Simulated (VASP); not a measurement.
These are PBEsol GGA, VASP's PBE PAW potentials (set 64) (plane waves; VASP) values and carry that method's errors.

VASP ran on this input.

KPOINTS:
```
Automatic mesh
0
Gamma
9 9 9
0 0 0
```

### POSCAR
```
InAs
1.0
  0.0000000000   3.0450899932   3.0450899932
  3.0450899932   0.0000000000   3.0450899932
  3.0450899932   3.0450899932   0.0000000000
In As
1 1
Direct
  0.0000000000   0.0000000000   0.0000000000
  0.2500000000   0.2500000000   0.2500000000
```

**INCAR**
```
! general
SYSTEM =InAs
PREC   =Accurate
ENCUT  =400   ! plane-wave cut-off (eV)
LREAL  =.False.   ! projection in real space or not
LASPH  =.True.   ! aspherical one-centre terms

! electronic loop
EDIFF  =1E-6   ! SCF stop (eV)
NELM   =100   ! most electronic steps
ALGO   =Normal   ! blocked Davidson
LMAXMIX=4   ! l cut-off of mixed one-centre charges

! smearing
ISMEAR =1   ! Methfessel-Paxton
SIGMA  =0.1   ! width (eV)

! functional
GGA    =PS

! ions
IBRION =2
NSW    =60
ISIF   =3
EDIFFG =-0.01   ! ionic stop

! output
LWAVE  =.False.
LCHARG =.False.
```

POTCAR, in this order: In_d As (PBE.64 set). Program: vasp_std.

Output

OUTCAR:
```
 ion  position               nearest neighbor table
   1  0.000  0.000  0.000-   2 2.64   2 2.64   2 2.64   2 2.64
   2  0.250  0.250  0.250-   1 2.64   1 2.64   1 2.64   1 2.64
  LATTYP: Found a face centered cubic cell.
 ALAT       =     6.0901799864
 Subroutine PRICEL returns:
 Original cell was already a primitive cell.
 Subroutine GETGRP returns: Found 24 space group operations
The static configuration has the point symmetry T_d .
The dynamic configuration has the point symmetry T_d .
 Subroutine INISYM returns: Found 24 space group operations
 Subroutine IBZKPT returns following result:
 Found     35 irreducible k-points:

 Following reciprocal coordinates:
            Coordinates               Weight
  0.000000  0.000000  0.000000      1.000000
  0.111111  0.000000  0.000000      8.000000
  0.222222  0.000000  0.000000      8.000000
  0.333333  0.000000  0.000000      8.000000
  0.444444  0.000000  0.000000      8.000000
  0.111111  0.111111  0.000000      6.000000
  0.222222  0.111111  0.000000     24.000000
  0.333333  0.111111  0.000000     24.000000
  0.444444  0.111111  0.000000     24.000000
...
```

OSZICAR:
```
       N       E                     dE             d eps       ncg     rms          rms(c)
DAV:   1     0.103527962362E+03    0.10353E+03   -0.73662E+03   910   0.123E+03
DAV:   2    -0.145137463179E+01   -0.10498E+03   -0.10189E+03   935   0.290E+02
DAV:   3    -0.859521303808E+01   -0.71438E+01   -0.70935E+01  1200   0.831E+01
DAV:   4    -0.877160924721E+01   -0.17640E+00   -0.17625E+00  1045   0.153E+01
DAV:   5    -0.877890829194E+01   -0.72990E-02   -0.72988E-02  1300   0.260E+00    0.430E+00
DAV:   6    -0.851975019999E+01    0.25916E+00   -0.45793E-01  1351   0.136E+01    0.238E+00
DAV:   7    -0.848989915140E+01    0.29851E-01   -0.12840E-01  1283   0.387E+00    0.671E-01
DAV:   8    -0.848825853283E+01    0.16406E-02   -0.12760E-02  1114   0.164E+00    0.208E-01
DAV:   9    -0.848851017138E+01   -0.25164E-03   -0.10845E-03  1125   0.419E-01    0.113E-01
DAV:  10    -0.848855757748E+01   -0.47406E-04   -0.12234E-04  1392   0.143E-01    0.765E-02
DAV:  11    -0.848857341052E+01   -0.15833E-04   -0.53295E-05  1020   0.104E-01    0.476E-02
DAV:  12    -0.848857351010E+01   -0.99582E-07   -0.55996E-06   985   0.202E-02
   1 F= -.84885735E+01 E0= -.84886492E+01  d E =-.848857E+01
```

### OUTCAR
```
------------------------ aborting loop because EDIFF is reached ----------------------------------------
  FORCE on cell =-STRESS in cart. coord.  units (eV):
  Direction    XX          YY          ZZ          XY          YZ          ZX
  --------------------------------------------------------------------------------------
  Total       -0.0063732     -0.0063732     -0.0063732      0.0000000      0.0000000     -0.0000000
  in kB       -0.1808150     -0.1808150     -0.1808150      0.0000000      0.0000000     -0.0000000
  external PRESSURE =      -0.1808150 kB  Pullay stress =       0.0000000 kB
  volume of cell :       56.47
      direct lattice vectors                 reciprocal lattice vectors
     0.000000000  3.045089993  3.045089993    -0.164198760  0.164198760  0.164198760
     3.045089993  0.000000000  3.045089993     0.164198760 -0.164198760  0.164198760
     3.045089993  3.045089993  0.000000000     0.164198760  0.164198760 -0.164198760
  FREE ENERGIE OF THE ION-ELECTRON SYSTEM (eV)
  ---------------------------------------------------
  free  energy   TOTEN  =        -8.4885735101 eV

  energy  without entropy=       -8.4888005015  energy(sigma->0) =       -8.48864917

 reached required accuracy - stopping structural energy minimisation
```
(Selected blocks of OUTCAR.)

The compound is InAs in the zinc blende structure. It was relaxed first. The start is the result of an earlier pass.
